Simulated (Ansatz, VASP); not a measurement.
HfHBr3: VASP beside Ansatz

The input INCAR:

```
PREC = Accurate
ENCUT = 520
EDIFF = 1E-6
ISMEAR = 0
SIGMA = 0.1
LREAL = F
LASPH = T
NELM = 100
ALGO = Normal
ISIF = 2
LWAVE = F
LCHARG = F
GGA = PE
NBANDS = 24
```

File KPOINTS:

```
regular mesh
0
Gamma
  4 4 4
```

File POSCAR:

```
HfHBr3
1.0
    5.0879838000      0.0000000000      0.0000000000
    0.0000000000      5.0879838000      0.0000000000
    0.0000000000      0.0000000000      5.0879838000
Hf H Br
1 1 3
Direct
    0.0000000000      0.0000000000      0.0000000000
    0.5000000000      0.5000000000      0.5000000000
    0.5000000000      0.5000000000      0.0000000000
    0.5000000000      0.0000000000      0.5000000000
    0.0000000000      0.5000000000      0.5000000000
```

Input for Ansatz:

```yaml
crystal:
  lattice:
    - [5.0879838, 0.0, 0.0]
    - [0.0, 5.0879838, 0.0]
    - [0.0, 0.0, 5.0879838]
  atoms:
    - { symbol: Hf, position: [0.0, 0.0, 0.0] }
    - { symbol: H, position: [0.5, 0.5, 0.5] }
    - { symbol: Br, position: [0.5, 0.5, 0.0] }
    - { symbol: Br, position: [0.5, 0.0, 0.5] }
    - { symbol: Br, position: [0.0, 0.5, 0.5] }
basis:
  ecutwfc: 420
kpoints:
  mp_grid: { grid: [4, 4, 4] }
hamiltonian:
  xc: pbe
scf:
  occupations: { method: gaussian, width: 0.1 }
  lower_state_search: "off"
output:
  forces: true
  stress: true
  eigenvalues: true
```

Change from the starting cell: species swapped into the Nd3SnN type (Pm-3m, No. 221).

Alike in both runs: task single point; functional PBE; k mesh 4 × 4 × 4; occupations gaussian, width 0.1 eV; no spin polarisation.

```csv
,VASP,Ansatz
version,VASP 6.6.1,Ansatz 0.2.0
potentials or method,"VASP PAW PBE potentials, release 64 (Hf_pv, H, Br)","scalar-relativistic, plane waves, PAW"
plane-wave cutoff (eV),520,420
valence electrons in the cell,32,48
```

Ansatz gave:

- gap on the k mesh at the Fermi level (eV): none
- pressure (GPa): -8.3

What did VASP give for the same quantities?

gap on the k mesh at the Fermi level (eV): none; pressure (GPa): -8.4.

A gap of «none» marks a metal or a gap that the smearing closes. With one functional, cell and mesh, what is left measures potentials, basis and numerics. The two sets of potentials don't hold the same shells in valence.

Spin-orbit coupling is left out, which matters for the levels of Hf.
